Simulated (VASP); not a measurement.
# Zr: surface energy and work function by face, part 3 of 5

Which face of Zr is cheapest, and which holds its electrons hardest?

VASP 6.6.1; PBEsol; plane waves and PAW (Zr_sv).

So far. Step 3 (The bulk reference, job self-consistent run, k-mesh …): The run ends at a pressure of -0.89 GPa. Step 4 (Relaxing the slab, 8 atoms, face Zr(0001)): The run ended after 9 ionic steps, 0.100 eV below its first step, once the forces on the free atoms met EDIFFG = -0.03.

## (5) Potential and states of the slab, 8 atoms, face Zr(0001)

A static run writes the electrostatic potential without exchange and correlation (LVHAR), which is flat in the vacuum and gives the level to count from. The dipole correction cancels the field that unlike faces would set up across the vacuum.

The input, INCAR:

```
SYSTEM = Zr
PREC = Normal
ENCUT = 320
EDIFF = 1E-06
NELM = 120
ISMEAR = 1
SIGMA = 0.15
LREAL = .FALSE.
ALGO = Fast
GGA = PS
NBANDS = 59
LASPH = .TRUE.
LORBIT = 11
LWAVE = .FALSE.
LCHARG = .TRUE.
KPAR = 4
IDIPOL = 3
LDIPOL = .TRUE.
DIPOL = 0.5 0.5 0.5
LVHAR = .TRUE.
LVACPOTAV = .TRUE.
NEDOS = 1500
```

The input, POSCAR:

```
Zr
1.0
    3.1860636942      0.0000000000      0.0000000000
    1.5930318471      2.7592120973      0.0000000000
    0.0000000000      0.0000000000     32.9083637282
Zr
8
Direct
    0.6666666700      0.6666666700      0.2304095565
    0.0000000000      0.0000000000      0.3034969946
    0.6666666700      0.6666666700      0.3828209986
    0.0000000000      0.0000000000      0.4616151136
    0.6666666700      0.6666666700      0.5383848864
    0.0000000000      0.0000000000      0.6171790014
    0.6666666700      0.6666666700      0.6965030054
    0.0000000000      0.0000000000      0.7695904435
```

The input, KPOINTS:

```
Automatic mesh
0
Gamma
12 12 1
0 0 0
```

Potentials, in the order of the species: Zr_sv (PBE family, release 64).

Command:

```sh
$ mpirun -np 4 vasp_std
```

Output:

```text
[... set-up lines as in an earlier step ...]
 entering main loop
       N       E                     dE             d eps       ncg     rms          rms(c)
DAV:   1     0.752839443420E+03    0.75284E+03   -0.42335E+04  2810   0.110E+03
DAV:   2     0.119513526895E+02   -0.74089E+03   -0.71938E+03  2526   0.383E+02
DAV:   3    -0.620541928966E+02   -0.74006E+02   -0.71819E+02  3540   0.734E+01
DAV:   4    -0.742796266787E+02   -0.12225E+02   -0.12123E+02  3812   0.306E+01
DAV:   5    -0.760047648871E+02   -0.17251E+01   -0.17230E+01  3332   0.836E+00    0.322E+01
RMM:   6    -0.116141092417E+03   -0.40136E+02   -0.11222E+02  3191   0.173E+01    0.213E+01
RMM:   7    -0.146070368296E+03   -0.29929E+02   -0.10717E+02  3154   0.173E+01    0.237E+01
RMM:   8    -0.740177633387E+02    0.72053E+02   -0.83535E+00  2892   0.839E+00    0.119E+01
RMM:   9    -0.714428492022E+02    0.25749E+01   -0.44330E+00  3391   0.387E+00    0.863E+00
RMM:  10    -0.713530261232E+02    0.89823E-01   -0.11080E+00  3225   0.263E+00    0.559E+00
RMM:  11    -0.714708217487E+02   -0.11780E+00   -0.57795E-01  3304   0.157E+00    0.489E+00
RMM:  12    -0.706918142780E+02    0.77901E+00   -0.83339E-01  3273   0.184E+00    0.153E+00
RMM:  13    -0.706654616084E+02    0.26353E-01   -0.46840E-01  3337   0.138E+00    0.818E-01
RMM:  14    -0.706598637874E+02    0.55978E-02   -0.11707E-01  3528   0.799E-01    0.432E-01
RMM:  15    -0.706622550860E+02   -0.23913E-02   -0.54573E-02  3966   0.415E-01    0.186E-01
RMM:  16    -0.706638939048E+02   -0.16388E-02   -0.32452E-02  4141   0.263E-01    0.967E-02
RMM:  17    -0.706655261072E+02   -0.16322E-02   -0.16227E-02  4147   0.179E-01    0.626E-02
RMM:  18    -0.706664248050E+02   -0.89870E-03   -0.89868E-03  4011   0.135E-01    0.618E-02
RMM:  19    -0.706671272137E+02   -0.70241E-03   -0.65294E-03  4124   0.102E-01    0.254E-02
RMM:  20    -0.706675386678E+02   -0.41145E-03   -0.40909E-03  4026   0.771E-02    0.142E-02
RMM:  21    -0.706678639036E+02   -0.32524E-03   -0.29792E-03  3857   0.602E-02    0.146E-02
RMM:  22    -0.706681012742E+02   -0.23737E-03   -0.20242E-03  3776   0.479E-02    0.103E-02
RMM:  23    -0.706682843586E+02   -0.18308E-03   -0.15619E-03  3740   0.378E-02    0.341E-03
RMM:  24    -0.706684214901E+02   -0.13713E-03   -0.11391E-03  3671   0.300E-02    0.501E-03
RMM:  25    -0.706685323615E+02   -0.11087E-03   -0.90389E-04  3535   0.236E-02    0.128E-03
RMM:  26    -0.706686160692E+02   -0.83708E-04   -0.67589E-04  3388   0.189E-02    0.311E-03
RMM:  27    -0.706686757056E+02   -0.59636E-04   -0.56167E-04  3105   0.152E-02    0.210E-03
RMM:  28    -0.706687184589E+02   -0.42753E-04   -0.43240E-04  2836   0.123E-02    0.329E-03
WARNING in EDDRMM: call to ZHEGV failed, returncode =   8  4     22
RMM:  29    -0.706687561634E+02   -0.37705E-04   -0.36433E-04  2711   0.102E-02    0.313E-03
RMM:  30    -0.706687847284E+02   -0.28565E-04   -0.28596E-04  2435   0.846E-03    0.375E-03
RMM:  31    -0.706688090929E+02   -0.24364E-04   -0.24240E-04  2395   0.724E-03    0.369E-03
RMM:  32    -0.706688279586E+02   -0.18866E-04   -0.19229E-04  2209   0.616E-03    0.384E-03
RMM:  33    -0.706688438981E+02   -0.15940E-04   -0.16251E-04  1987   0.528E-03    0.398E-03
RMM:  34    -0.706688565984E+02   -0.12700E-04   -0.12967E-04  1904   0.466E-03    0.422E-03
RMM:  35    -0.706688672203E+02   -0.10622E-04   -0.10875E-04  1677   0.410E-03    0.433E-03
RMM:  36    -0.706688756141E+02   -0.83938E-05   -0.86306E-05  1597   0.369E-03    0.449E-03
RMM:  37    -0.706688825774E+02   -0.69632E-05   -0.71734E-05  1450   0.335E-03    0.459E-03
RMM:  38    -0.706688880205E+02   -0.54432E-05   -0.56304E-05  1420   0.306E-03    0.464E-03
RMM:  39    -0.706688924682E+02   -0.44476E-05   -0.46141E-05  1326   0.282E-03    0.463E-03
RMM:  40    -0.706688959507E+02   -0.34826E-05   -0.36034E-05  1267   0.267E-03    0.469E-03
RMM:  41    -0.706688987289E+02   -0.27781E-05   -0.28774E-05  1197   0.250E-03    0.473E-03
RMM:  42    -0.706689008264E+02   -0.20975E-05   -0.22241E-05  1195   0.247E-03    0.469E-03
RMM:  43    -0.706689024583E+02   -0.16319E-05   -0.17460E-05  1151   0.236E-03    0.460E-03
RMM:  44    -0.706689036902E+02   -0.12318E-05   -0.13548E-05  1213   0.236E-03    0.448E-03
RMM:  45    -0.706689045876E+02   -0.89740E-06   -0.10272E-05  1246   0.235E-03    0.428E-03
RMM:  46    -0.706689052813E+02   -0.69376E-06   -0.75512E-06  1033   0.221E-03
 -----------------------------------------------------------------------------
|                                                                             |
|           W    W    AA    RRRRR   N    N  II  N    N   GGGG   !!!           |
|           W    W   A  A   R    R  NN   N  II  NN   N  G    G  !!!           |
|           W    W  A    A  R    R  N N  N  II  N N  N  G       !!!           |
|           W WW W  AAAAAA  RRRRR   N  N N  II  N  N N  G  GGG   !            |
|           WW  WW  A    A  R   R   N   NN  II  N   NN  G    G                |
|           W    W  A    A  R    R  N    N  II  N    N   GGGG   !!!           |
|                                                                             |
|     Did not find any points to average over, which means that no vacuum     |
|     field-free region was found. Please increase the size of  your cell     |
|     in the dimension of the dipole correction to obtain accurate            |
|     workfunction values.                                                    |
|                                                                             |
 -----------------------------------------------------------------------------

   1 F= -.70668905E+02 E0= -.70672617E+02  d E =0.111347E-01
```

Elapsed: 2.9 min, on 4 MPI ranks of AMD EPYC 7R43, shared host; peak memory 0.83 GiB.

From OUTCAR (step 5):

```text
   NELECT =      96.0000    total number of electrons

 dipolmoment           0.000000      0.000000     -0.000003 electrons x Angstroem

 E-fermi :   4.2284

 k-point     1 :       0.0000    0.0000    0.0000
  band No.  band energies     occupation
    ...
     38       0.8732      2.00000
     39       1.0614      2.00000
     40       1.1026      2.00000
     41       3.9935      2.04930
     42       4.0271      2.06732
     43       4.3137      0.18915
     44       4.5432     -0.01148
     45       4.8113     -0.00000
     46       4.8248     -0.00000
     47       4.9240     -0.00000
    ...

  Total       -2.7452669     -2.7452669     -1.6043076      0.0000000      0.0000000     -0.0000000
  in kB      -15.2037015    -15.2037015     -8.8848971      0.0000000      0.0000000     -0.0000000
  external PRESSURE =     -13.0974334 kB  Pullay stress =       0.0000000 kB

 POSITION                                       TOTAL-FORCE (eV/Angst)
 -----------------------------------------------------------------------------------
      3.18606      1.83947      7.58240        -0.000000     -0.000000      0.008728
      0.00000      0.00000      9.98759         0.000000      0.000000      0.011516
      3.18606      1.83947     12.59801        -0.000000      0.000000      0.008511
      0.00000      0.00000     15.19100        -0.000000     -0.000000     -0.010029
      3.18606      1.83947     17.71737         0.000000      0.000000      0.010029
      0.00000      0.00000     20.31035         0.000000     -0.000000     -0.008511
      3.18606      1.83947     22.92077        -0.000000     -0.000000     -0.011516
      0.00000      0.00000     25.32596         0.000000      0.000000     -0.008728
 -----------------------------------------------------------------------------------
    total drift:                               -0.000113     -0.000065     -0.000251

  FREE ENERGIE OF THE ION-ELECTRON SYSTEM (eV)
  ---------------------------------------------------
  free  energy   TOTEN  =       -70.6689052813 eV

  energy  without entropy=      -70.6800399823  energy(sigma->0) =      -70.67261685

 vacuum level on the upper side and lower side of the slab         8.515         8.515

[... 8 parts as in an earlier step ...]

[... 9 further parts left out ...]
```

This step gave:

```yaml
electronic_cycles: 46
fermi_energy: 4.228 eV
dipole_moment: 0, 0, -3.00e-6 e·Å
vacuum_levels: 8.515, 8.515 eV
work_functions_of_the_upper_and_lower_face: 4.287, 4.287 eV
```

The planar average of the electrostatic potential oscillates, so the rows of the table below give means over windows of 2.51 Å about each position, cut where the curve ends. Its maxima inside the range that stand out by 2 % of the span (Å: eV): 8.8: -0.909, 11.3: -0.0679, 13.9: -0.219, 16.5: -0.495, 19.0: -0.219, 21.6: -0.0679, 24.1: -0.909. Its minima: 7.5: -18.8, 9.9: -18.6, 12.6: -18.6, 15.2: -18.7, 17.7: -18.7, 20.3: -18.6, 23.0: -18.6, 25.4: -18.8.

Zero at the Fermi level. The planar average of the electrostatic potential by height; means over each step:

```csv
height (Å),planar average of the electrostatic potential (eV)
1.25,4.29
3.76,4.25
6.27,-2.87
8.79,-10.2
11.29,-8.62
13.80,-8.82
16.31,-9.36
18.82,-8.85
21.33,-8.70
23.84,-10.1
26.35,-5.33
28.86,4.21
31.37,4.29
```

Density of states in the PAW spheres, an atom over height of the layer and energy from the Fermi level.

Values in states/eV, 22 rows by 8 columns, each cell a mean:
```
1.25 0.76 1.03 1.12 1.12 1.03 0.76 1.25
0.89 0.53 0.71 0.68 0.68 0.71 0.53 0.89
0.76 0.43 0.59 0.49 0.49 0.59 0.43 0.76
0.75 0.80 0.94 0.80 0.80 0.94 0.80 0.75
0.84 0.84 0.73 0.79 0.79 0.73 0.84 0.84
0.53 0.55 0.46 0.55 0.55 0.46 0.55 0.53
0.58 0.73 0.63 0.69 0.69 0.63 0.73 0.58
0.60 0.70 0.59 0.63 0.63 0.59 0.70 0.60
0.40 0.56 0.51 0.51 0.51 0.51 0.56 0.40
0.17 0.24 0.25 0.30 0.30 0.25 0.24 0.17
0.08 0.09 0.10 0.11 0.11 0.10 0.09 0.08
0.05 0.06 0.05 0.05 0.05 0.05 0.06 0.05
0.03 0.05 0.05 0.06 0.06 0.05 0.05 0.03
0.02 0.04 0.03 0.03 0.03 0.03 0.04 0.02
0.01 0.02 0.03 0.02 0.02 0.03 0.02 0.01
0.00 0.01 0.01 0.02 0.02 0.01 0.01 0.00
0.00 0.00 0.00 0.00 0.00 0.00 0.00 0.00
0.00 0.00 0.00 0.00 0.00 0.00 0.00 0.00
0.00 0.00 0.00 0.00 0.00 0.00 0.00 0.00
0.00 0.00 0.00 0.00 0.00 0.00 0.00 0.00
0.00 0.00 0.00 0.00 0.00 0.00 0.00 0.00
0.00 0.00 0.00 0.00 0.00 0.00 0.00 0.00
```
Columns: height of the layer (Å) from 7.6 to 25.3; rows upwards: energy from the Fermi level (eV) from -7.9 to 0.5.

Valence density in the ca plane at fractional y = 0.000, with atoms of Zr within 0.2 Å of it. It is the smooth field of the valence electrons, not physical close to the nuclei.

Ten even steps from '0' (0.0 e/Å³) to '9' (5.8 e/Å³), each cell a mean:
```
14784100000000148841000000002587300000000000
01331000000000013310000000000232100000000000
00000000000000000000000000000000000000000000
00000000011000000000000110000000000000000000
00000000010000000000000010000000000000000000
00110000000000001100000000000111000000000000
02553100000000035530000000001365200000000000
15995100000000159951000000002698300000000000
```
Columns run along c (16.0 Å, from fractional 0.44 to 0.92 of the cell), rows up along a (3.2 Å). Atoms in or near the plane, at fractional coordinates: Zr at (0.46, 0.00), Zr at (0.62, 0.00), Zr at (0.77, 0.00).

The map of layer states is cut here 0.5 eV above the Fermi level, so it leaves out the states above that.

The vacuum level lies 4.29 eV above the Fermi level at the upper face; both faces agree, as the slab has next to no dipole.

The program found no field-free point at its default tolerance, but its printed level agrees with the flat part of the planar average.

On this mesh the fine structure of the density of states is sampling noise, and high empty states may be cut by the number of bands.

(Continued in part 4 of 5.)

[Lines on the potential files, build, host, timing and source positions are cut from VASP's logs without a mark.]

[Logs are printed without paths, hosts, clocks, repeated set-up lines and the standing remarks that a program may print on its own settings, such as how far it seeks lower states.]

[Hosts, paths, dates, database ids (printed as entryN), source tags and the programs' standing remarks are cut or masked in the printed files.]

[Runs that stopped without an error message from VASP are left out.]
